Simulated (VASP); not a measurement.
A run of VASP 6.6.1 is set up as follows.

INCAR

```
SYSTEM = Ni
PREC     = Accurate       ! precision mode
ENCUT    = 520            ! plane-wave cutoff, eV
EDIFF    = 1E-6           ! SCF threshold, eV
ISMEAR   = 1              ! smearing method
SIGMA    = 0.1            ! smearing width, eV
LREAL    = .FALSE.        ! projectors in reciprocal space
LASPH    = .TRUE.         ! aspherical terms in the spheres
NELM     = 150            ! most SCF steps
ALGO     = Normal         ! electronic algorithm
ISIF     = 2              ! what is computed and relaxed
LWAVE    = .FALSE.        ! write WAVECAR
LCHARG   = .FALSE.        ! write CHGCAR
ISPIN    = 2              ! spin polarisation
MAGMOM   = 2              ! initial moments
LORBIT   = 11             ! projections on sites
LMAXMIX  = 4              ! l up to which the mixer works
GGA      = PS             ! functional
NBANDS   = 15             ! bands
AMIX     = 0.2          
BMIX     = 1E-4         
AMIX_MAG = 0.8          
BMIX_MAG = 1E-4         
ICORELEVEL= 1
```

Contents of KPOINTS:

```
regular mesh
0
G
  18 18 18
  0 0 0
```

Contents of POSCAR:

```
Ni                                      
1.0
    0.0000000000      1.7306544190      1.7306544190
    1.7306544190      0.0000000000      1.7306544190
    1.7306544190      1.7306544190      0.0000000000
  Ni            
     1
Direct
     0.0000000000000000    0.0000000000000000    0.0000000000000000
```

File KPOINTS_OPT:

```
explicit points
156
Reciprocal
 0.0000000000  0.0000000000  0.0000000000 1
 0.0357142857  0.0000000000  0.0357142857 1
 0.0714285714  0.0000000000  0.0714285714 1
 0.1071428571  0.0000000000  0.1071428571 1
 0.1428571429  0.0000000000  0.1428571429 1
 0.1785714286  0.0000000000  0.1785714286 1
[... 148 lines left out ...]
 0.5000000000  0.2500000000  0.7500000000 1
 0.5000000000  0.0000000000  0.5000000000 1
```

Potentials or basis: VASP PAW PBE potentials, release 64 (Ni).

Run with:

```bash
$ cat potpaw_PBE.64/Ni/POTCAR > POTCAR
$ mpirun -np 1 vasp_std > vasp.out
```

**Question.** Predict the net moment.

**Answer.** 0.61 μB per cell.

**Question.** What does it give for the pressure?

**Answer.** 0.1 GPa.

Core levels (eV, on the scale of the bands):
```
atom                                                levels
1 Ni  1s -8194.8, 2s -964.8, 2p -827.6, 3s -93.5, 3p -53.9
```

Caveat: the PAW data sets were made with another functional, which shifts forces and pressure a little.
